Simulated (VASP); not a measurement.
# Sb (Antimony): convergence with the smearing and SCF solver

A convergence test on Sb (Antimony): the smearing and SCF solver. The series runs use PBEsol. The smearing tried: ISMEAR = 0, SIGMA = 0.01; ISMEAR = 0, SIGMA = 0.05; ISMEAR = 0, SIGMA = 0.1; ISMEAR = 0, SIGMA = 0.2; ISMEAR = 0, SIGMA = 0.5; ISMEAR = 1, SIGMA = 0.01; ISMEAR = 1, SIGMA = 0.05; ISMEAR = 1, SIGMA = 0.1; ISMEAR = 1, SIGMA = 0.2; ISMEAR = 1, SIGMA = 0.5; ISMEAR = -5. The SCF solver tried: ALGO = Normal; ALGO = Fast; ALGO = VeryFast; ALGO = All; ALGO = Damped; AMIX = 0.1, BMIX = 0.01; AMIX = 0.8; IMIX = 1, AMIX = 0.2. The start is a cell from a database of measured crystal structures.

Main program and level: VASP 6.6.1; PBEsol; plane waves and PAW (Sb).

Report form: the programs' logs are mostly left out.

**1. The starting structure**

It takes space group R-3m (No. 166, trigonal). The conventional cell has a = 4.308 Å, b = 4.308 Å, c = 11.274 Å, α = 90.00°, β = 90.00°, γ = 120.00°. Nearest to Sb lie 3 Sb at 2.91 Å.

**2. Smearing: ISMEAR = 0, SIGMA = 0.01**

Smearing steadies the sum over the Fermi surface at the price of an entropy term. PBEsol restores the gradient expansion of exchange and is tuned for the cells of solids.

INCAR

```
SYSTEM = Sb
PREC = Accurate
ENCUT = 400
EDIFF = 1E-06
NELM = 100
ISMEAR = 0
SIGMA = 0.01
LREAL = .FALSE.
ALGO = Normal
GGA = PS
NBANDS = 11
LORBIT = 11
LWAVE = .FALSE.
LCHARG = .FALSE.
KPAR = 2
ISIF = 2
```

POSCAR

```
Sb
1.0
    2.1542000000      1.2437279499      3.7580000000
   -2.1542000000      1.2437279499      3.7580000000
    0.0000000000     -2.4874558998      3.7580000000
Sb
2
Direct
    0.2334900000      0.2334900000      0.2334900000
    0.7665100000      0.7665100000      0.7665100000
```

KPOINTS

```
Automatic mesh
0
Gamma
6 6 6
0 0 0
```

PAW data sets: Sb (PBE family, release 64).

Started as:

```bash
> mpirun -np 2 vasp_std
```

The job ended after 6.4 s (2 MPI ranks of AMD EPYC 7R43, shared host; peak memory 0.26 GiB).

The k-mesh is coarse for a metal. The PAW data sets were made with PBE, which is usual practice but a small mismatch for other functionals.

This step gave:

```yaml
scf_cycles: 10
electrons: 10
bands: 11
irreducible_k_points: 32
symmetry_operations: 12
free_energy_toten: -9.128 eV
energy_at_zero_smearing: -9.128 eV
fermi_energy: 7.186 eV
pressure: 0.2923 GPa
metallic: yes
```

The series starts at -4.5641 eV an atom and 0.29 GPa, after 10 cycles in 6.4 s. The entropy term T·S comes to 0.08 meV an atom in size.

**3. Smearing: ISMEAR = 0, SIGMA = 0.05**

Edit INCAR of step 2 so:

```diff
@@ -6,3 +6,3 @@
 ISMEAR = 0
-SIGMA = 0.01
+SIGMA = 0.05
 LREAL = .FALSE.
```

POSCAR is that of step 2.

KPOINTS is that of step 2.

Started as:

```bash
> mpirun -np 2 vasp_std
```

The job ended after 5.4 s (2 MPI ranks; peak memory 0.26 GiB).

Against the run before the energy at zero width moves by -0.15 meV an atom while the pressure stays within 0.01 GPa, after 10 cycles in 5.4 s. The entropy term T·S comes to 0.41 meV an atom in size.

**4. Smearing: ISMEAR = 0, SIGMA = 0.1**

Edit INCAR of step 3 so:

```diff
@@ -6,3 +6,3 @@
 ISMEAR = 0
-SIGMA = 0.05
+SIGMA = 0.1
 LREAL = .FALSE.
```

POSCAR is that of step 3.

KPOINTS is that of step 3.

Started as:

```bash
> mpirun -np 2 vasp_std
```

It took 6 s on 2 MPI ranks; peak memory 0.25 GiB.

Against the run before the energy at zero width moves by -0.16 meV an atom and the pressure by -0.02 GPa, after 10 cycles in 6 s. The entropy term T·S comes to 1.00 meV an atom in size.

**5. Smearing: ISMEAR = 0, SIGMA = 0.2**

Edit INCAR of step 4 so:

```diff
@@ -6,3 +6,3 @@
 ISMEAR = 0
-SIGMA = 0.1
+SIGMA = 0.2
 LREAL = .FALSE.
```

POSCAR is that of step 4.

KPOINTS is that of step 4.

Started as:

```bash
> mpirun -np 2 vasp_std
```

The job ended after 6.2 s (2 MPI ranks; peak memory 0.26 GiB; 11 s of CPU time).

Against the run before the energy at zero width moves by -0.30 meV an atom and the pressure by -0.02 GPa, after 10 cycles in 6.2 s. The entropy term T·S comes to 2.67 meV an atom in size.

**6. Smearing: ISMEAR = 0, SIGMA = 0.5**

Edit INCAR of step 5 so:

```diff
@@ -6,3 +6,3 @@
 ISMEAR = 0
-SIGMA = 0.2
+SIGMA = 0.5
 LREAL = .FALSE.
```

POSCAR is that of step 5.

KPOINTS is that of step 5.

Started as:

```bash
> mpirun -np 2 vasp_std
```

Run time: 6.4 s. Hardware: 2 MPI ranks; peak memory 0.26 GiB.

Against the run before the energy at zero width moves by +3.63 meV an atom and the pressure by -0.01 GPa, after 10 cycles in 6.4 s. The entropy term T·S comes to 28.95 meV an atom in size.

**7. Smearing: ISMEAR = 1, SIGMA = 0.01**

Edit INCAR of step 6 so:

```diff
@@ -5,4 +5,4 @@
 NELM = 100
-ISMEAR = 0
-SIGMA = 0.5
+ISMEAR = 1
+SIGMA = 0.01
 LREAL = .FALSE.
```

POSCAR is that of step 6.

KPOINTS is that of step 6.

Started as:

```bash
> mpirun -np 2 vasp_std
```

The job ended after 6 s (2 MPI ranks; peak memory 0.25 GiB).

Against the first of the series the energy at zero width moves by +0.01 meV an atom while the pressure stays within 0.01 GPa, after 10 cycles in 6 s. The entropy term T·S comes to 0.04 meV an atom in size.

**8. Smearing: ISMEAR = 1, SIGMA = 0.05**

Edit INCAR of step 7 so:

```diff
@@ -6,3 +6,3 @@
 ISMEAR = 1
-SIGMA = 0.01
+SIGMA = 0.05
 LREAL = .FALSE.
```

POSCAR is that of step 7.

KPOINTS is that of step 7.

Started as:

```bash
> mpirun -np 2 vasp_std
```

It took 6.4 s on 2 MPI ranks; peak memory 0.27 GiB; 11 s of CPU time.

Against the run before the energy at zero width moves by -0.11 meV an atom and the pressure by +0.01 GPa, after 10 cycles in 6.4 s. The entropy term T·S comes to 0.16 meV an atom in size.

**9. Smearing: ISMEAR = 1, SIGMA = 0.1**

Edit INCAR of step 8 so:

```diff
@@ -6,3 +6,3 @@
 ISMEAR = 1
-SIGMA = 0.05
+SIGMA = 0.1
 LREAL = .FALSE.
```

POSCAR is that of step 8.

KPOINTS is that of step 8.

Started as:

```bash
> mpirun -np 2 vasp_std
```

Elapsed: 6.6 s, on 2 MPI ranks; peak memory 0.27 GiB.

Against the run before the energy at zero width moves by -0.09 meV an atom while the pressure stays within 0.01 GPa, after 10 cycles in 6.6 s. The entropy term T·S comes to 0.30 meV an atom in size.

**10. Smearing: ISMEAR = 1, SIGMA = 0.2**

Edit INCAR of step 9 so:

```diff
@@ -6,3 +6,3 @@
 ISMEAR = 1
-SIGMA = 0.1
+SIGMA = 0.2
 LREAL = .FALSE.
```

POSCAR is that of step 9.

KPOINTS is that of step 9.

Started as:

```bash
> mpirun -np 2 vasp_std
```

The job ended after 6.6 s (2 MPI ranks; peak memory 0.27 GiB).

Against the run before the energy at zero width moves by -0.32 meV an atom and the pressure by -0.04 GPa, after 10 cycles in 6.6 s. The entropy term T·S comes to 0.21 meV an atom in size.

**11. Smearing: ISMEAR = 1, SIGMA = 0.5**

Edit INCAR of step 10 so:

```diff
@@ -6,3 +6,3 @@
 ISMEAR = 1
-SIGMA = 0.2
+SIGMA = 0.5
 LREAL = .FALSE.
```

POSCAR is that of step 10.

KPOINTS is that of step 10.

Started as:

```bash
> mpirun -np 2 vasp_std
```

It took 6.6 s on 2 MPI ranks; peak memory 0.27 GiB.

Against the run before the energy at zero width moves by -0.06 meV an atom and the pressure by -0.01 GPa, after 10 cycles in 6.6 s. The entropy term T·S comes to 13.67 meV an atom in size.

**12. Smearing: ISMEAR = -5**

Edit INCAR of step 11 so:

```diff
@@ -5,4 +5,4 @@
 NELM = 100
-ISMEAR = 1
-SIGMA = 0.5
+ISMEAR = -5
+SIGMA = 0.05
 LREAL = .FALSE.
```

POSCAR is that of step 11.

KPOINTS is that of step 11.

Started as:

```bash
> mpirun -np 2 vasp_std
```

It took 6.8 s on 2 MPI ranks; peak memory 0.26 GiB; 12 s of CPU time.

With tetrahedra the forces and stress of a metal are not exact derivatives of the energy.

Against the first of the series the energy at zero width moves by +3.13 meV an atom and the pressure by +0.13 GPa, after 10 cycles in 6.8 s.

**13. The smearing series as a table**

This step: convergence of PBEsol results with the smearing; plane waves and PAW (VASP 6.6.1).

No new run; the numbers come from the runs before.

One cell and one 6×6×6 mesh. Free energy against width, by row:

```tsv
Gaussian width σ (eV)	free energy less that at the narrowest width (meV/atom)
0.01	0
0.05	-0.32
0.1	-0.77
0.2	-1.9
0.5	-11.42
```

Differences are taken from the run with ISMEAR = 0, SIGMA = 0.01. Results of the series, by row:

```tsv
setting	status	energy less the reference (meV/atom)	pressure (GPa)	largest force difference (meV/Å)	SCF cycles	wall time (s)
ISMEAR = 0, SIGMA = 0.01	converged	0	0.2923	0	10	6.4
ISMEAR = 0, SIGMA = 0.05	converged	-0.1517	0.2898	0.514	10	5.4
ISMEAR = 0, SIGMA = 0.1	converged	-0.3094	0.2662	6.921	10	6
ISMEAR = 0, SIGMA = 0.2	converged	-0.6098	0.2416	17.18	10	6.2
ISMEAR = 0, SIGMA = 0.5	converged	3.02	0.2313	93.48	10	6.4
ISMEAR = 1, SIGMA = 0.01	converged	0.01306	0.2923	0	10	6
ISMEAR = 1, SIGMA = 0.05	converged	-0.0971	0.2976	1.251	10	6.4
ISMEAR = 1, SIGMA = 0.1	converged	-0.1899	0.2943	1.528	10	6.6
ISMEAR = 1, SIGMA = 0.2	converged	-0.5146	0.2546	7.135	10	6.6
ISMEAR = 1, SIGMA = 0.5	converged	-0.5791	0.2468	9.637	10	6.6
ISMEAR = -5	converged	3.127	0.4176	8.217	10	6.8
```

**14. SCF solver: ALGO = Normal**

This step: PBEsol; plane waves and PAW (Sb) (VASP 6.6.1).

All solvers should reach one answer; they differ in cycles and robustness.

Edit INCAR of step 12 so:

```diff
@@ -5,3 +5,3 @@
 NELM = 100
-ISMEAR = -5
+ISMEAR = -1
 SIGMA = 0.05
```

POSCAR is that of step 12.

KPOINTS is that of step 12.

Started as:

```bash
> mpirun -np 2 vasp_std
```

Wall time 6.4 s (2 MPI ranks); peak memory 0.25 GiB; 12 s of CPU time.

This step gave:

| Property | Result |
| --- | --- |
| free energy (TOTEN) | -9.130 eV |
| Fermi energy | 7.169 eV |
| pressure | 0.2573 GPa |

The series starts at -4.5645 eV an atom and 0.26 GPa, after 10 cycles in 6.4 s.

**15. SCF solver: ALGO = Fast**

Edit INCAR of step 14 so:

```diff
@@ -8,3 +8,3 @@
 LREAL = .FALSE.
-ALGO = Normal
+ALGO = Fast
 GGA = PS
```

POSCAR is that of step 14.

KPOINTS is that of step 14.

Started as:

```bash
> mpirun -np 2 vasp_std
```

It took 7.4 s on 2 MPI ranks; peak memory 0.26 GiB; 14 s of CPU time.

Against the first of the series the energy stays within 0.01 meV an atom; the pressure moves by -0.01 GPa, after 11 cycles in 7.4 s.

**16. SCF solver: ALGO = VeryFast**

Edit INCAR of step 15 so:

```diff
@@ -8,3 +8,3 @@
 LREAL = .FALSE.
-ALGO = Fast
+ALGO = VeryFast
 GGA = PS
```

POSCAR is that of step 15.

KPOINTS is that of step 15.

Started as:

```bash
> mpirun -np 2 vasp_std
```

Wall time 9.4 s (2 MPI ranks); peak memory 0.26 GiB; 18 s of CPU time.

Against the first of the series the energy stays within 0.01 meV an atom and the pressure within 0.01 GPa, after 17 cycles in 9.4 s.

**17. SCF solver: ALGO = All**

Edit INCAR of step 16 so:

```diff
@@ -8,3 +8,3 @@
 LREAL = .FALSE.
-ALGO = VeryFast
+ALGO = All
 GGA = PS
```

POSCAR is that of step 16.

KPOINTS is that of step 16.

Started as:

```bash
> mpirun -np 2 vasp_std
```

Run time: 7.2 s. Hardware: 2 MPI ranks; peak memory 0.27 GiB.

Against the first of the series the energy stays within 0.01 meV an atom and the pressure within 0.01 GPa, after 11 cycles in 7.2 s.

**18. SCF solver: ALGO = Damped**

Edit INCAR of step 17 so:

```diff
@@ -8,3 +8,3 @@
 LREAL = .FALSE.
-ALGO = All
+ALGO = Damped
 GGA = PS
```

POSCAR is that of step 17.

KPOINTS is that of step 17.

Started as:

```bash
> mpirun -np 2 vasp_std
```

The job ended after 9.4 s (2 MPI ranks; peak memory 0.28 GiB).

Against the first of the series the energy stays within 0.01 meV an atom and the pressure within 0.01 GPa, after 19 cycles in 9.4 s.

**19. SCF solver: AMIX = 0.1, BMIX = 0.01**

Edit INCAR of step 18 so:

```diff
@@ -8,3 +8,3 @@
 LREAL = .FALSE.
-ALGO = Damped
+ALGO = Normal
 GGA = PS
@@ -16 +16,3 @@
 ISIF = 2
+AMIX = 0.1
+BMIX = 0.01
```

POSCAR is that of step 18.

KPOINTS is that of step 18.

Started as:

```bash
> mpirun -np 2 vasp_std
```

Elapsed: 7 s, on 2 MPI ranks; peak memory 0.25 GiB.

Against the first of the series the energy stays within 0.01 meV an atom and the pressure within 0.01 GPa, after 11 cycles in 7 s.

**20. SCF solver: AMIX = 0.8**

Edit INCAR of step 19 so:

```diff
@@ -16,3 +16,2 @@
 ISIF = 2
-AMIX = 0.1
-BMIX = 0.01
+AMIX = 0.8
```

POSCAR is that of step 19.

KPOINTS is that of step 19.

Started as:

```bash
> mpirun -np 2 vasp_std
```

Run time: 6 s. Hardware: 2 MPI ranks; peak memory 0.27 GiB; 11 s of CPU time.

Against the first of the series the energy stays within 0.01 meV an atom; the pressure moves by -0.01 GPa, after 9 cycles in 6 s.

**21. SCF solver: IMIX = 1, AMIX = 0.2**

Edit INCAR of step 20 so:

```diff
@@ -16,2 +16,3 @@
 ISIF = 2
-AMIX = 0.8
+IMIX = 1
+AMIX = 0.2
```

POSCAR is that of step 20.

KPOINTS is that of step 20.

Started as:

```bash
> mpirun -np 2 vasp_std
```

Run time: 13 s. Hardware: 2 MPI ranks; peak memory 0.25 GiB; 25 s of CPU time.

Against the first of the series the energy stays within 0.01 meV an atom; the pressure moves by -0.01 GPa, after 24 cycles in 13 s.

**22. The SCF solver series as a table**

This step: convergence of PBEsol results with the solver; plane waves and PAW (VASP 6.6.1).

This step runs nothing: it gathers the runs above.

Differences are taken from the run with ALGO = Normal. Results of the series, by row:

```tsv
setting	status	energy less the reference (meV/atom)	pressure (GPa)	largest force difference (meV/Å)	SCF cycles	wall time (s)
ALGO = Normal	converged	0	0.2573	0	10	6.4
ALGO = Fast	converged	-1.50e-5	0.2507	0.216	11	7.4
ALGO = VeryFast	converged	1.20e-4	0.2579	0.21	17	9.4
ALGO = All	converged	-1.00e-4	0.2532	0.138	11	7.2
ALGO = Damped	converged	3.25e-4	0.2537	0.012	19	9.4
AMIX = 0.1, BMIX = 0.01	converged	-1.50e-5	0.2586	0.102	11	7
AMIX = 0.8	converged	-1.85e-4	0.252	0.145	9	6
IMIX = 1, AMIX = 0.2	converged	4.20e-4	0.2507	0.217	24	13
```

**23. Outcome**

| Item | Value |
| --- | --- |
| spread of the pressure over the smearing | 0.186 GPa |
| spread of the energy over the smearing | 3.74 meV/atom |
| fewest SCF cycles | AMIX = 0.8 (9) |
| most SCF cycles among converged runs | IMIX = 1, AMIX = 0.2 (24) |
| spread of the pressure over the SCF solver | 0.00790 GPa |
| spread of the energy over the SCF solver | 6.1e-4 meV/atom |

**Reading.** The usual rule keeps the entropy term T·S under 1 meV an atom, which holds up to a width of 0.1 eV for Gaussian and 0.2 eV for first-order Methfessel-Paxton. That rule is made for Methfessel-Paxton; with the other schemes the zero-width estimate is the energy to use. Farthest in energy from the narrowest smearing lies ISMEAR = -5 (+3.1 meV an atom, +0.13 GPa, 8.2 meV/Å in forces). On a fixed mesh a narrow width is not the exact answer for a metal: it samples the Fermi surface more noisily. All SCF solvers that converged agree within 0.05 meV an atom. No setting beats the 6.4 s of ALGO = Normal by a fifth or more; the slowest converged run is IMIX = 1, AMIX = 0.2, at 13 s. On a shared host such times are rough.

[Lines on the potential files, build, host, timing and source positions are cut from VASP's logs without a mark.]

[Logs are printed without paths, hosts, clocks, repeated set-up lines and the standing remarks that a program may print on its own settings, such as how far it seeks lower states.]

[Hosts, paths, dates, database ids (printed as entryN), source tags and the programs' standing remarks are cut or masked in the printed files.]

[A measured line is paired with the nearest computed mode of its activity, which favours agreement.]
